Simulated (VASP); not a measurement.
These are MS2 meta-GGA, VASP's PBE PAW potentials (set 64) (plane waves; VASP 6.6.1) values and carry that method's errors.

VASP input:

INCAR:
```
! general
SYSTEM   =  ZnO
PREC     =  Accurate
ENCUT    =  520   ! plane-wave cut-off (eV)
LREAL    =  .False.   ! projection in real space or not
LASPH    =  .True.

! electronic loop
EDIFF    =  1E-7
NELM     =  100
ALGO     =  Normal   ! blocked Davidson
LMAXMIX  =  4   ! l cut-off of mixed one-centre charges
LMIXTAU  =  .True.

! smearing
ISMEAR   =  0
SIGMA    =  0.05   ! width (eV)

! functional
METAGGA  =  MS2

! ions
IBRION   =  2
NSW      =  30
ISIF     =  4
EDIFFG   =  -0.01   ! ionic stop

! output
LWAVE    =  .False.
LCHARG   =  .False.
```

File POSCAR:
```
ZnO
1.0
  1.6394692784  -2.8396445283   0.0000000000
  1.6394692784   2.8396445283   0.0000000000
  0.0000000000   0.0000000000   5.2672336702
Zn O
2 2
Cartesian
  1.6394692784  -0.9465500692   2.6329937477
  1.6394692784   0.9465500692   5.2666105828
  1.6394692784  -0.9465500692   4.6463231845
  1.6394692784   0.9465500692   2.0127063494
```

### KPOINTS
```
Automatic mesh
0
Gamma
8 8 4
0 0 0
```

POTCAR, in this order: Zn O (PBE.64 set). Program: vasp_std.

Output of the run:

### OUTCAR
```
 ion  position               nearest neighbor table
   1  0.667  0.333  0.500-   4 1.99   4 1.99   4 1.99   3 2.01
   2  0.333  0.667  1.000-   3 1.99   3 1.99   3 1.99   4 2.01
   3  0.667  0.333  0.882-   2 1.99   2 1.99   2 1.99   1 2.01
   4  0.333  0.667  0.382-   1 1.99   1 1.99   1 1.99   2 2.01
  LATTYP: Found a hexagonal cell.
 ALAT       =     3.2789389384
 C/A-ratio  =     1.6063835799
 Subroutine PRICEL returns:
 Original cell was already a primitive cell.
 Subroutine GETGRP returns: Found 12 space group operations
The static configuration has the point symmetry C_3v.
 The point group associated with its full space group is C_6v.
The dynamic configuration has the point symmetry C_3v.
 Subroutine INISYM returns: Found 12 space group operations
 Subroutine IBZKPT returns following result:
 Found     30 irreducible k-points:

 Following reciprocal coordinates:
            Coordinates               Weight
  0.000000  0.000000  0.000000      1.000000
  0.125000  0.000000  0.000000      6.000000
  0.250000  0.000000  0.000000      6.000000
  0.375000 -0.000000  0.000000      6.000000
  0.500000  0.000000  0.000000      3.000000
...
```

### OSZICAR
```
...
DAV:   9    -0.253612915731E+02    0.18834E+01   -0.19282E+00  1500   0.258E+01    0.984E-01
DAV:  10    -0.253772886688E+02   -0.15997E-01   -0.15929E-01  1792   0.458E+00    0.193E-01
DAV:  11    -0.253764873640E+02    0.80130E-03   -0.17388E-02  1430   0.143E+00    0.924E-02
DAV:  12    -0.253776433680E+02   -0.11560E-02   -0.39985E-03  1666   0.848E-01    0.116E-01
DAV:  13    -0.253787586535E+02   -0.11153E-02   -0.12857E-03  1758   0.994E-01    0.200E-02
DAV:  14    -0.253786728483E+02    0.85805E-04   -0.22780E-04  1320   0.142E-01    0.126E-02
DAV:  15    -0.253787489586E+02   -0.76110E-04   -0.36634E-05  1986   0.117E-01    0.131E-02
DAV:  16    -0.253787049642E+02    0.43994E-04   -0.26742E-05  1320   0.538E-02    0.353E-03
DAV:  17    -0.253787041799E+02    0.78430E-06   -0.40599E-06  1388   0.269E-02    0.140E-03
DAV:  18    -0.253786966343E+02    0.75456E-05   -0.23286E-07  1204   0.624E-03    0.133E-03
DAV:  19    -0.253786964922E+02    0.14211E-06   -0.18721E-07  1108   0.781E-03    0.148E-03
DAV:  20    -0.253786902425E+02    0.62497E-05   -0.99106E-08   732   0.406E-03    0.620E-04
DAV:  21    -0.253786898587E+02    0.38382E-06   -0.45029E-08   684   0.310E-03    0.438E-04
DAV:  22    -0.253786901684E+02   -0.30975E-06   -0.12898E-08   678   0.275E-03    0.190E-04
DAV:  23    -0.253786900196E+02    0.14881E-06   -0.20710E-08   678   0.112E-03    0.173E-04
DAV:  24    -0.253786900531E+02   -0.33532E-07   -0.22192E-09   678   0.814E-04
   1 F= -.25378690E+02 E0= -.25378690E+02  d E =-.253787E+02
       N       E                     dE             d eps       ncg     rms          rms(c)
DAV:   1    -0.253797979830E+02   -0.11080E-02   -0.65477E-02  1320   0.220E+00    0.237E-01
DAV:   2    -0.253791757998E+02    0.62218E-03   -0.38858E-03  1542   0.881E-01    0.141E-01
DAV:   3    -0.253789343613E+02    0.24144E-03   -0.74188E-04  1816   0.467E-01    0.194E-02
DAV:   4    -0.253789111276E+02    0.23234E-04   -0.24763E-04  1320   0.169E-01    0.859E-03
DAV:   5    -0.253789921865E+02   -0.81059E-04   -0.70908E-05  1344   0.930E-02    0.565E-03
DAV:   6    -0.253789426606E+02    0.49526E-04   -0.12353E-05  1326   0.406E-02    0.138E-03
DAV:   7    -0.253789733590E+02   -0.30698E-04   -0.28731E-06  1396   0.229E-02    0.109E-03
DAV:   8    -0.253789590811E+02    0.14278E-04   -0.42088E-07  1442   0.840E-03    0.568E-04
DAV:   9    -0.253789593830E+02   -0.30186E-06   -0.42109E-08   684   0.240E-03    0.318E-04
DAV:  10    -0.253789534943E+02    0.58887E-05   -0.60257E-08   678   0.357E-03    0.127E-04
DAV:  11    -0.253789533476E+02    0.14664E-06   -0.21409E-08   678   0.157E-03    0.102E-04
DAV:  12    -0.253789529777E+02    0.36993E-06   -0.47655E-09   678   0.781E-04    0.676E-05
DAV:  13    -0.253789528079E+02    0.16976E-06   -0.13055E-09   678   0.539E-04    0.625E-05
DAV:  14    -0.253789530895E+02   -0.28152E-06   -0.43656E-10   678   0.255E-04    0.396E-05
DAV:  15    -0.253789533434E+02   -0.25391E-06   -0.27284E-10   678   0.202E-04    0.332E-05
DAV:  16    -0.253789533789E+02   -0.35556E-07   -0.45777E-11   678   0.759E-05
   2 F= -.25378953E+02 E0= -.25378953E+02  d E =-.263326E-03
       N       E                     dE             d eps       ncg     rms          rms(c)
DAV:   1    -0.253789591331E+02   -0.57897E-05   -0.25062E-04  1320   0.136E-01    0.146E-02
DAV:   2    -0.253789567743E+02    0.23588E-05   -0.14939E-05  1542   0.546E-02    0.871E-03
DAV:   3    -0.253789498003E+02    0.69740E-05   -0.28332E-06  1816   0.289E-02    0.120E-03
DAV:   4    -0.253789551105E+02   -0.53102E-05   -0.94768E-07  1320   0.105E-02    0.532E-04
DAV:   5    -0.253789504676E+02    0.46430E-05   -0.26763E-07  1044   0.578E-03    0.351E-04
DAV:   6    -0.253789535405E+02   -0.30729E-05   -0.42481E-08   672   0.252E-03    0.881E-05
DAV:   7    -0.253789517851E+02    0.17554E-05   -0.96656E-09   678   0.138E-03    0.851E-05
DAV:   8    -0.253789523096E+02   -0.52455E-06   -0.99610E-10   678   0.420E-04    0.554E-05
DAV:   9    -0.253789525037E+02   -0.19404E-06   -0.34453E-10   678   0.227E-04    0.446E-05
DAV:  10    -0.253789526398E+02   -0.13614E-06   -0.15803E-10   678   0.175E-04    0.330E-05
DAV:  11    -0.253789527366E+02   -0.96742E-07   -0.69530E-11   678   0.106E-04
   3 F= -.25378953E+02 E0= -.25378953E+02  d E =-.262683E-03
       N       E                     dE             d eps       ncg     rms          rms(c)
DAV:   1    -0.253789547155E+02   -0.20757E-05   -0.10895E-04  1320   0.896E-02    0.965E-03
DAV:   2    -0.253789537080E+02    0.10075E-05   -0.64918E-06  1530   0.360E-02    0.574E-03
DAV:   3    -0.253789493655E+02    0.43425E-05   -0.12312E-06  1816   0.191E-02    0.794E-04
DAV:   4    -0.253789528313E+02   -0.34658E-05   -0.41029E-07  1300   0.689E-03    0.350E-04
DAV:   5    -0.253789497349E+02    0.30964E-05   -0.11604E-07   846   0.384E-03    0.236E-04
DAV:   6    -0.253789517939E+02   -0.20591E-05   -0.18142E-08   678   0.166E-03    0.662E-05
DAV:   7    -0.253789506977E+02    0.10962E-05   -0.37862E-09   678   0.852E-04    0.602E-05
DAV:   8    -0.253789509893E+02   -0.29160E-06   -0.40637E-10   678   0.272E-04    0.423E-05
DAV:   9    -0.253789511311E+02   -0.14179E-06   -0.15667E-10   678   0.162E-04    0.377E-05
DAV:  10    -0.253789511692E+02   -0.38082E-07   -0.77336E-11   678   0.118E-04
   4 F= -.25378951E+02 E0= -.25378951E+02  d E =-.261116E-03
       N       E                     dE             d eps       ncg     rms          rms(c)
DAV:   1    -0.253790882877E+02   -0.13716E-03   -0.16222E-02  1320   0.105E+00    0.801E-02
DAV:   2    -0.253790163367E+02    0.71951E-04   -0.57289E-04  1446   0.331E-01    0.483E-02
DAV:   3    -0.253790032453E+02    0.13091E-04   -0.12600E-04  1328   0.155E-01    0.119E-02
DAV:   4    -0.253789917020E+02    0.11543E-04   -0.63507E-05  1320   0.808E-02    0.306E-03
DAV:   5    -0.253790102961E+02   -0.18594E-04   -0.11460E-05  1344   0.392E-02    0.201E-03
DAV:   6    -0.253790020851E+02    0.82110E-05   -0.61335E-07  1464   0.874E-03    0.843E-04
DAV:   7    -0.253790081724E+02   -0.60873E-05   -0.13019E-07   924   0.506E-03    0.230E-04
DAV:   8    -0.253790041436E+02    0.40288E-05   -0.47030E-08   678   0.291E-03    0.157E-04
DAV:   9    -0.253790058739E+02   -0.17303E-05   -0.75845E-09   678   0.129E-03    0.113E-04
DAV:  10    -0.253790053863E+02    0.48754E-06   -0.10643E-09   672   0.436E-04    0.624E-05
DAV:  11    -0.253790051181E+02    0.26819E-06   -0.15355E-09   678   0.462E-04    0.329E-05
DAV:  12    -0.253790050473E+02    0.70813E-07   -0.22648E-10   672   0.189E-04
   5 F= -.25379005E+02 E0= -.25379005E+02  d E =-.538782E-04
       N       E                     dE             d eps       ncg     rms          rms(c)
DAV:   1    -0.253794053799E+02   -0.40026E-03   -0.82563E-02  1320   0.238E+00    0.181E-01
DAV:   2    -0.253791009051E+02    0.30447E-03   -0.29064E-03  1446   0.747E-01    0.109E-01
DAV:   3    -0.253789563010E+02    0.14460E-03   -0.64433E-04  1328   0.352E-01    0.269E-02
DAV:   4    -0.253789785736E+02   -0.22273E-04   -0.32582E-04  1320   0.183E-01    0.696E-03
DAV:   5    -0.253790307354E+02   -0.52162E-04   -0.56609E-05  1344   0.877E-02    0.454E-03
DAV:   6    -0.253790130870E+02    0.17648E-04   -0.30568E-06  1464   0.195E-02    0.192E-03
DAV:   7    -0.253790268705E+02   -0.13784E-04   -0.71855E-07  1430   0.112E-02    0.597E-04
DAV:   8    -0.253790179848E+02    0.88857E-05   -0.24602E-07   996   0.643E-03    0.350E-04
DAV:   9    -0.253790219837E+02   -0.39988E-05   -0.45908E-08   672   0.308E-03    0.260E-04
DAV:  10    -0.253790206519E+02    0.13318E-05   -0.68010E-09   678   0.113E-03    0.117E-04
DAV:  11    -0.253790199926E+02    0.65929E-06   -0.74159E-09   666   0.972E-04    0.499E-05
DAV:  12    -0.253790198121E+02    0.18048E-06   -0.92995E-10   678   0.424E-04    0.400E-05
DAV:  13    -0.253790196393E+02    0.17277E-06   -0.39677E-10   678   0.225E-04    0.376E-05
DAV:  14    -0.253790197124E+02   -0.73041E-07   -0.60344E-11   678   0.101E-04
   6 F= -.25379020E+02 E0= -.25379020E+02  d E =-.685432E-04
```

### OUTCAR
```
------------------------ aborting loop because EDIFF is reached ----------------------------------------
  FORCE on cell =-STRESS in cart. coord.  units (eV):
  Direction    XX          YY          ZZ          XY          YZ          ZX
  --------------------------------------------------------------------------------------
  Total       -1.2297132     -1.2297136     -1.2171584      0.0000000      0.0000000     -0.0000000
  in kB      -40.1730297    -40.1730405    -39.7628809      0.0000000      0.0000000     -0.0000000
  external PRESSURE =     -40.0363170 kB  Pullay stress =       0.0000000 kB
  volume of cell :       49.04
      direct lattice vectors                 reciprocal lattice vectors
     1.642398485 -2.844718007  0.000000000     0.304432818 -0.175764346  0.000000000
     1.642398485  2.844718007 -0.000000000     0.304432818  0.175764346  0.000000000
    -0.000000000 -0.000000000  5.248462377     0.000000000  0.000000000  0.190531994
  FREE ENERGIE OF THE ION-ELECTRON SYSTEM (eV)
  ---------------------------------------------------
  free  energy   TOTEN  =       -25.3790197124 eV

  energy  without entropy=      -25.3790197124  energy(sigma->0) =      -25.37901971

 reached required accuracy - stopping structural energy minimisation
```
(Selected blocks of OUTCAR.)

**CONTCAR**
```
ZnO
   1.00000000000000
     1.6423984854220330   -2.8447180066662501    0.0000000000000000
     1.6423984854220330    2.8447180066662501   -0.0000000000000000
    -0.0000000000000000   -0.0000000000000000    5.2484623771119141
  Zn              O
     2     2
Direct
     0.6666669999999968    0.3333330000000032    0.4995658804177353
     0.3333330000000032    0.6666669999999968    0.9995658804177351
     0.6666669999999968    0.3333330000000032    0.8824341195822627
     0.3333330000000032    0.6666669999999968    0.3824341195822626
```

File OUTCAR:
```
 val. band max:        0.6926057728   @ k =   0.0000   0.0000   0.0000

 cond. band min:       1.4060240185   @ k =   0.0000   0.0000   0.0000


 Fermi energy:         0.9331913611

 k-point     1 :       0.0000    0.0000    0.0000
  band No.  band energies     occupation
      1     -18.3800      2.00000
      2     -17.7642      2.00000
      3      -4.8690      2.00000
      4      -4.8690      2.00000
      5      -4.7789      2.00000
      6      -4.7543      2.00000
      7      -4.6898      2.00000
      8      -4.6898      2.00000
      9      -3.6886      2.00000
     10      -3.6886      2.00000
     11      -3.4894      2.00000
     12      -3.4894      2.00000
     13      -3.2447      2.00000
     14      -0.0716      2.00000
     15      -0.0716      2.00000
     16       0.5989      2.00000
     17       0.6926      2.00000
     18       0.6926      2.00000
     19       1.4060      0.00000
     20       5.9152      0.00000
     21       9.0319      0.00000
     22      13.6540      0.00000

 k-point     2 :       0.1250    0.0000    0.0000
  band No.  band energies     occupation
      1     -18.3083      2.00000
      2     -17.7336      2.00000
      3      -4.9585      2.00000
      4      -4.8197      2.00000
      5      -4.7412      2.00000
      6      -4.6995      2.00000
      7      -4.6228      2.00000
      8      -4.6217      2.00000
      9      -3.7216      2.00000
     10      -3.6924      2.00000
     11      -3.4822      2.00000
     12      -3.4206      2.00000
     13      -3.2625      2.00000
     14      -0.6146      2.00000
     15      -0.2738      2.00000
     16      -0.1288      2.00000
     17       0.4991      2.00000
     18       0.5805      2.00000
     19       2.4543      0.00000
     20       6.5425      0.00000
     21       9.0186      0.00000
     22      12.2263      0.00000

 k-point     3 :       0.2500    0.0000    0.0000
  band No.  band energies     occupation
      1     -18.1245      2.00000
...
```

The compound is ZnO in the wurtzite structure. This cell is one point of a volume scan, at 1.03 of the reference volume. Symmetry was kept, so distortions that lower it aren't found.
